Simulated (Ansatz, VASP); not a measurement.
# Cross-check of NiSb between VASP and Ansatz, part 2 of 2

Wanted: the spread between two codes on one cell, functional and k mesh.

VASP 6.6.1 and Ansatz 0.2.0.

So far: Starting point; VASP: relaxation of cell and atoms, PBE.

## Step 3: Ansatz: relaxation of cell and atoms, PBE

Level of this step: Ansatz beside VASP: Kohn-Sham DFT, plane waves, PBE (Ansatz).

Ansatz runs on its default PAW (the set named soft_2) files.

The same cell, functional, mesh and smearing now go to Ansatz, which takes its cutoff from its data sets.

The input, input.yaml:

```yaml
crystal:
  lattice:
    - [3.946, 0.0, 0.0]
    - [-1.973, 3.4173362433, 0.0]
    - [0.0, 0.0, 5.148]
  atoms:
    - { symbol: Ni, position: [0.0, 0.0, 0.0], spin: 1.0 }
    - { symbol: Ni, position: [0.0, 0.0, 0.5], spin: 1.0 }
    - { symbol: Sb, position: [0.3333333333, 0.6666666667, 0.25] }
    - { symbol: Sb, position: [0.6666666667, 0.3333333333, 0.75] }
hamiltonian:
  xc: pbe
  pseudopotentials: { kind: paw }
magnetization:
  spin_polarized: true
kpoints:
  mp_grid: { grid: [6, 6, 4] }
scf:
  occupations: { method: fermi_dirac, width: 0.05 }
relax:
  f_tol: 0.01
  max_steps: 60
  cell: { stress_tol: 0.05 }
output:
  forces: true
  stress: true
```

On the command line:

```bash
$ ansatz run input.yaml --threads 4 --pin off --max-ram 9216MiB --backend cpu --events-out ev --progress --plain --runs-dir out
```

Numbers of over 12 decimals in the logs are rounded to 6 here.

The program printed:

```text
Engine: ansatz 0.2.0, aarch64-unknown-linux-gnu
Pseudopotentials: kind: paw
Pseudopotential: Ni, paw, valence charge 18, recommended cutoff 420 eV (normal), Ni.paw.azcp
Pseudopotential: Sb, paw, valence charge 15, recommended cutoff 420 eV (normal), Sb.paw.azcp
Functional definition: PBE
  parameter kappa = 0.804
  parameter beta = 0.066725
  exchange = pbe_x(kappa = kappa, mu = beta*pi^2/3)
  correlation = pbe_c(beta = beta)
Crystal: 4 atoms, lattice volume = 69.420 Å³
Basis set: ecut = 420 eV, 1385 PW (Γ), exchange–correlation on 54×54×72 points (8 copies of the dense FFT grid, shifted against one another)
Bands: 41, of which v1, the nominal top of the filled ones, is band 33 counted from 1 (32 counted from 0)
Symmetry: 24 space group operations
Space group: P63/mmc (ITA 194), of the structure as read, at distance tolerance 4.1e-5 Å
Magnetic group: BNS 194.263 (UNI 1493), of the structure as read, at distance tolerance 4.1e-5 Å
k-points: 21 of 144
Non-local potential: Ni, projectors of the file, l = 0: 3, l = 1: 2, l = 2: 3, l = 3: 1
Non-local potential: Sb, projectors of the file, l = 0: 2, l = 1: 2, l = 2: 2, l = 3: 2
PAW form: soft (Blöchl's): semilocal exchange-correlation on the pseudo side does not see the compensation charge
PAW one-centre angular grid: Ni, 590 points (default); XC on 64 Gauss nodes
PAW one-centre angular grid: Sb, 590 points (default); XC on 64 Gauss nodes
Initial density: superposition of atomic densities (chi_scale 0.1, normalization cell)
Starting moments: Σ|m| = 2 μB on 2 of 4 sites
Initial wavefunctions: pseudopotential atomic-orbital guess
Functional: x = pbe(κ = 0.804, μ = 0.219515), c = pbe(β = 0.066725)
iter 1 solved again at ethr=2.36e-3 eV; its pass at ethr=3.10e-3 eV (dr2=1.56e0 eV) is discarded
SCF iter   1: F=—  HF=-24645.151797 eV  |F-HF|=—  |Δ(HF+E_count)|=         —  Δρ=4.30e-2 (↑1.89e-2 ↓4.30e-2)  dr2=1.56e0  dr2_m=4.26e-1  M=1.086 μB ∫|m|=1.320 μB  β_m=0.30  ethr=2.36e-3  ⟨swp⟩=1.0  Hψ=8804  notcnv=0
Mixer restart at iter 1: flushing history
preconditioner: auto → Kerker (q_TF=auto, 2.705 Å⁻¹)  [metal: Δε(μ)=0.066 eV  Ē_g=18.058 eV  σ=0.050 eV  W_gap=0.31  n_scr=22 (ndim 8)  ℏωp=31.5 eV  f_vac=0.000  D(μ)=1.67/eV (n_scr^D=8)]
spin=Collinear: Kerker preconditioning applied to the charge; magnetization (m = ρ↑ − ρ↓) channel mixes plain (no charge-response kernel on spin).
SCF iter   2: F=—  HF=-24646.793414 eV  |F-HF|=—  |Δ(HF+E_count)|=    1.64e0  Δρ=4.21e-2 (↑1.55e-2 ↓4.21e-2)  dr2=1.58e0  dr2_m=3.95e-1  M=0.966 μB ∫|m|=1.147 μB  β_m=0.65  ethr=2.36e-3  ⟨swp⟩=2.0  Hψ=2043  notcnv=0  defer=1
SCF iter   3: F=—  HF=-24649.098709 eV  |F-HF|=—  |Δ(HF+E_count)|=    2.31e0  Δρ=2.96e-2 (↑1.83e-2 ↓2.96e-2)  dr2=7.81e-1  dr2_m=3.06e-1  M=0.637 μB ∫|m|=0.789 μB  β_m=0.63  ethr=2.36e-3  ⟨swp⟩=2.5  Hψ=2734  notcnv=0  defer=86
SCF iter   4: F=—  HF=-24649.409323 eV  |F-HF|=—  |Δ(HF+E_count)|=   3.11e-1  Δρ=2.77e-2 (↑6.05e-3 ↓2.77e-2)  dr2=6.84e-1  dr2_m=8.75e-2  M=0.340 μB ∫|m|=0.429 μB  β_m=0.67  ethr=1.18e-3  ⟨swp⟩=2.0  Hψ=2754  notcnv=0  defer=87
SCF iter   5: F=—  HF=-24649.388671 eV  |F-HF|=—  |Δ(HF+E_count)|=   2.07e-2  Δρ=2.15e-2 (↑2.15e-2 ↓1.79e-2)  dr2=7.30e-1  dr2_m=2.31e-3  M=0.024 μB ∫|m|=0.057 μB  β_m=0.82  ethr=1.04e-3  ⟨swp⟩=3.2  Hψ=3542  notcnv=0  defer=89
SCF iter   6: F=—  HF=-24649.518525 eV  |F-HF|=—  |Δ(HF+E_count)|=   1.30e-1  Δρ=2.00e-2 (↑2.00e-2 ↓1.87e-2)  dr2=7.46e-1  dr2_m=3.91e-4  M=0.020 μB ∫|m|=0.031 μB  β_m=0.91  ethr=1.04e-3  ⟨swp⟩=1.4  Hψ=2084  notcnv=0  defer=80
SCF iter   7: F=—  HF=-24649.446066 eV  |F-HF|=—  |Δ(HF+E_count)|=         —  Δρ=6.63e-3 (↑5.77e-3 ↓6.63e-3)  dr2=7.79e-2  dr2_m=2.32e-4  M=0.004 μB ∫|m|=0.008 μB  β_m=0.91  ethr=1.04e-3  ⟨swp⟩=2.0  Hψ=2243  notcnv=0  defer=82
Mixer restart at iter 7: flushing history
SCF iter   8: F=—  HF=-24649.507778 eV  |F-HF|=—  |Δ(HF+E_count)|=   6.17e-2  Δρ=1.44e-2 (↑1.44e-2 ↓1.42e-2)  dr2=3.21e-1  dr2_m=8.99e-6  M=0.002 μB ∫|m|=0.003 μB  β_m=0.59  ethr=1.18e-4  ⟨swp⟩=2.9  Hψ=3812  notcnv=0  defer=82  recentre
SCF iter   9: F=—  HF=-24649.436048 eV  |F-HF|=—  |Δ(HF+E_count)|=   7.17e-2  Δρ=2.15e-3 (↑1.79e-3 ↓2.15e-3)  dr2=8.87e-3  dr2_m=4.11e-5  M=0.002 μB ∫|m|=0.004 μB  β_m=0.55  ethr=1.18e-4  ⟨swp⟩=2.7  Hψ=3470  notcnv=0  defer=82
SCF iter  10: F=—  HF=-24649.434539 eV  |F-HF|=—  |Δ(HF+E_count)|=   1.51e-3  Δρ=2.00e-4 (↑2.00e-4 ↓1.93e-4)  dr2=5.61e-5  dr2_m=1.15e-6  M=0.001 μB ∫|m|=0.001 μB  β_m=0.77  ethr=1.34e-5  ⟨swp⟩=2.0  Hψ=2468  notcnv=0  defer=82
SCF iter  11: F=—  HF=-24649.434605 eV  |F-HF|=—  |Δ(HF+E_count)|=   6.63e-5  Δρ=5.78e-5 (↑5.78e-5 ↓4.56e-5)  dr2=4.45e-6  dr2_m=1.03e-7  M=0.000 μB ∫|m|=0.000 μB  β_m=0.77  ethr=8.50e-8  ⟨swp⟩=2.0  Hψ=2343  notcnv=0  defer=82
SCF iter  12: F=—  HF=-24649.434606 eV  |F-HF|=—  |Δ(HF+E_count)|=   9.42e-7  Δρ=1.41e-5 (↑1.41e-5 ↓1.35e-5)  dr2=4.78e-7  dr2_m=1.46e-8  M=0.000 μB ∫|m|=0.000 μB  β_m=0.88  ethr=6.74e-9  ⟨swp⟩=2.5  Hψ=2957  notcnv=0  defer=82
SCF iter  13: F=—  HF=-24649.434606 eV  |F-HF|=—  |Δ(HF+E_count)|=   2.88e-7  Δρ=6.79e-6 (↑6.79e-6 ↓6.32e-6)  dr2=1.36e-7  dr2_m=8.92e-10  M=0.000 μB ∫|m|=0.000 μB  β_m=0.94  ethr=7.24e-10  ⟨swp⟩=2.5  Hψ=2694  notcnv=0  defer=82
SCF iter  14: F=—  HF=-24649.434606 eV  |F-HF|=—  |Δ(HF+E_count)|=   7.20e-8  Δρ=2.84e-6 (↑2.20e-6 ↓2.84e-6)  dr2=2.35e-8  dr2_m=2.09e-10  M=-0.000 μB ∫|m|=0.000 μB  β_m=0.97  ethr=2.06e-10  ⟨swp⟩=2.1  Hψ=2259  notcnv=0  defer=82
SCF iter  15: F=-24649.434606 eV  HF=-24649.434606 eV  |F-HF|=1.51e-9  |Δ(HF+E_count)|=   4.39e-9  Δρ=1.08e-6 (↑8.56e-7 ↓1.08e-6)  dr2=1.99e-9  dr2_m=1.89e-11  M=-0.000 μB ∫|m|=0.000 μB  ethr=3.56e-11  ⟨swp⟩=2.0  Hψ=4965  notcnv=0
WARN: the starting moments were not kept: the SCF closed with an absolute magnetisation of 7.8e-6 μB, where they sum to 2 μB in size (2 sites). That is at most 0.1 of that sum. Measured as dr2_m measures the in/out step, that magnetisation stands 2.1e-11 eV from none, at or under the dr2_threshold of 1.0e-7 eV: it is no larger than a step whose dr2_m would equal this threshold. The system may hold no moment; this SCF [...]
SCF 1 converged in 15 iterations: F = -24649.434606 eV  dr2 = 1.99e-9
  greatest PAW one-centre occupation: 1.001 electrons in one spin orbital (limit 2), on the Ni atom at site 1 (counted from 0), in its partial waves of l = 1
relax step   1: F+E_penalty+E_count = -24649.43460631 eV  Δ(F+E_penalty+E_count) = +0.000e0 eV  max|allowed force component| = 1.850e-17 eV/Å  Δτ_max = 0.0000 Å  P = +2.147 GPa  Ω = 69.420 Å³  (15 SCF iters, dr2 threshold 1.00e-7 eV, accepted)
[...]
relax step   2: F+E_penalty+E_count = -24649.44233814 eV  Δ(F+E_penalty+E_count) = -7.732e-3 eV  max|allowed force component| = 9.252e-18 eV/Å  Δτ_max = 0.0000 Å  P = -0.348 GPa  Ω = 70.951 Å³  energy of the carried Pulay correction = -5.933e-4 eV  (9 SCF iters, dr2 threshold 4.00e-7 eV, accepted)
[...]
relax step   3: F+E_penalty+E_count = -24649.44283282 eV  Δ(F+E_penalty+E_count) = -4.947e-4 eV  max|allowed force component| = 1.850e-17 eV/Å  Δτ_max = 0.0000 Å  P = -0.012 GPa  Ω = 70.738 Å³  energy of the carried Pulay correction = -5.115e-4 eV  (6 SCF iters, dr2 threshold 4.00e-7 eV, accepted)
[...]
relax step   4: F+E_penalty+E_count = -24649.44328316 eV  Δ(F+E_penalty+E_count) = -4.503e-4 eV  max|allowed force component| = 2.776e-17 eV/Å  Δτ_max = 0.0000 Å  P = -0.017 GPa  Ω = 70.738 Å³  stress off target by 3.93e-2 GPa  SCF on the basis re-selected at this cell (its energy is not comparable with the rows above)  (10 SCF iters)
basis re-selected at this cell: Δ(F+E_penalty+E_count) = -4.503e-4 eV, ΔP = -0.005 GPa vs the last step (what re-selecting the basis moved, of the pressure what is left beyond the Pulay correction that the steps carried, after the strain that the cell walked since its last selection, with what the two solves' SCF thresholds leave and, on support functions, any second-order correction that the steps lacked; it is no m [...]
SCF converged after 10 iterations
Magnetization: 0.0000 μB (33.0000 up, 33.0000 down)
Absolute magnetization: 0.0000 μB (∫|ρ↑−ρ↓|, with the PAW one-centre terms)
Spin contamination: 0.0000 ħ² per cell (⟨S²⟩ above its minimum at these occupations)
Per-site moments (μB) at R_I (Å): [(5.984996654963754e-11, 1.070259), (5.984996655535822e-11, 1.070259), (1.3277432714965362e-11, 1.085891), (1.3277481850638858e-11, 1.085891)]
Free energy (F): -24649.443283 eV
Harris-Foulkes:  -24649.443283 eV  (|F-HF|=7.28e-12)
Internal energy: -24649.422078 eV  (E = F + TS)
E sigma→0 (E₀):  -24649.432681 eV
Entropy (-TS):   -0.021205 eV (-5.301 meV/atom)
Fermi energy:    14.705943 eV
--- Per-component energies (eV) ---
  E_band       = -899.395196
  E_kinetic    = 985.764921
  E_local      = -11221.225020  (includes V_loc(G=0)·N_el)
  E_nonlocal   = 2007.643355
  E_hartree    = 4901.982765
  E_xc         = -447.378082
  E_vxc        = -412.680145  (∫ρ·V_xc dr)
  E_paw        = -12423.078624  (= ΣΔE_a)
  E_vpaw       = -2062.864629  (= ΣTr[D̂ρ^β])
  E_aug_tail   = 0.001005  (compensation charges beyond the density's cutoff)
  E_ewald      = -8453.132397
  E_smearing   = -0.021205  (= −TS)
  E_closure    = -0.000000  (closes the sum)
  Σ components = -24649.443283   (vs F -24649.443283, Δ=0.00e0)
--- Forces (eV/Å), atoms counted from 1 ---
  atom   1  Ni     0.00000000     0.00000000    -0.00000000
  atom   2  Ni     0.00000000    -0.00000000     0.00000000
  atom   3  Sb     0.00000000    -0.00000000     0.00000000
  atom   4  Sb    -0.00000000     0.00000000     0.00000000
  max |Σ_I F_I| component: 4.63e-18 eV/Å
--- Stress (GPa, compression-positive) ---
       -0.039251       0.000000       0.000000
        0.000000      -0.039251       0.000000
        0.000000       0.000000       0.027213
  P = ⅓ Tr σ = -0.0171 GPa (-0.171 kbar)
--- Relaxed structure (3 steps of the walk, 3 accepted, 1 SCFs on fresh bases) ---
  F+E_penalty+E_count = -24649.44328316 eV   max|allowed force component| = 2.776e-17 eV/Å   (the final SCF, on the basis selected at the relaxed cell)
  cell:  # Å, volume = 70.7377 Å³
    - [3.967459, 0.0, 0]
    - [-1.983730, 3.435920, 0]
    - [0, 0, 5.189137]
  atoms:
    - { symbol: Ni, position: [0, 0, 0] }
    - { symbol: Ni, position: [0, 0, 0.5] }
    - { symbol: Sb, position: [0.333333, 0.666667, 0.25] }
    - { symbol: Sb, position: [0.666667, 0.333333, 0.75] }
```

It took 8 s on 4 threads of Arm Neoverse V2, shared host; peak memory 0.45 GiB; 28 s of CPU time.

## Step 4: Comparison

Known differences besides the potentials themselves: both relaxations stop at a tolerance, which leaves soft axes loose, and VASP keeps its plane-wave basis; the data sets hold 66 valence electrons in Ansatz (default PAW (the set named soft_2) files) and 30 in VASP; the cutoff is 420 eV in Ansatz and 520 eV in VASP; VASP leaves aspherical gradient terms in its spheres out (LASPH is not set), Ansatz keeps them; Ansatz adds a Pulay correction to the stress that steers its cell, VASP none. Total energies have different zeros and are not compared.

The two programs side by side:

| quantity | Ansatz | VASP | difference |
| --- | --- | --- | --- |
| volume (Å³) | 70.74 | 70.66 | +0.11 % |
| edge a after relaxation, in the typed setting (Å) | 3.967 | 3.966 | +0.03 % |
| edge c after relaxation, in the typed setting (Å) | 5.189 | 5.187 | +0.05 % |

The walks stopped with -0.02 GPa left in Ansatz and -0.04 GPa in VASP; each walk ends within a tolerance, so the volume difference is uncertain by about these residues over the bulk modulus, most in soft cells.

## Step 5: Results

```yaml
difference_in_volume_relaxation_of_cell_and_atoms_pbe: 0.11 %
```

What this shows: The difference in volume is 0.11 % (relaxation of cell and atoms, PBE), within the 1.2 % picked in this series as the mark of a large difference, as far as the stopping tolerances let one tell. How closely two codes agree says nothing of how well the functional describes the real material.

[Lines on the potential files, build, host, timing and source positions are cut from VASP's logs without a mark.]

[Logs are printed without paths, hosts, clocks, repeated set-up lines and the standing remarks that a program may print on its own settings, such as how far it seeks lower states.]

[Hosts, paths, dates, database ids (printed as entryN), source tags and the programs' standing remarks are cut or masked in the printed files.]
